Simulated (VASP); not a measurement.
MgTe (wurtzite), at 0.96 of the tabulated volume:

```
MgTe
1.0
    2.24425    -3.88716     0.00000
    2.24425     3.88716     0.00000
    0.00000     0.00000     7.29012
Mg Te
2 2
Direct
  0.66667   0.33333   0.50000
  0.33333   0.66667   0.00000
  0.66667   0.33333   0.87600
  0.33333   0.66667   0.37600
```

The lowest empty band near Γ, direction a*, from PBE with spin-orbit coupling in VASP (PAW); its two spin partners are averaged. The gap over the points computed is 2.47 eV, and the next band on that side lies 0.35 eV away at the edge.

Run with 400 eV cut-off, 7×7×4 Γ-centred mesh, Gaussian smearing of 0.050 eV, potentials Mg Te.

| distance from the edge in k (1/Å) | distance in energy (meV) |
|---|---|
| 0.012 | 3.0 |
| 0.018 | 6.8 |
| 0.025 | 13.2 |
| 0.035 | 25.6 |
| 0.050 | 51.7 |

Q: Fit E(1 + αE) = ħ²k²/2m* (ħ²/2m0 = 3.810 eV Å²) and predict the row at 0.070 1/Å.

A: Least squares on the energies gives the electron mass m* = 0.180 m0 and α = 0.44 per eV, and so 99.3 meV. The run gave 99.0 meV, -0.3 meV from the fit.

Left out are points under 3 meV from the edge, since the levels carry 0.1 meV, and points farther than half the way to the next band.

The compound is MgTe in the wurtzite structure. The cell was not relaxed at this level.
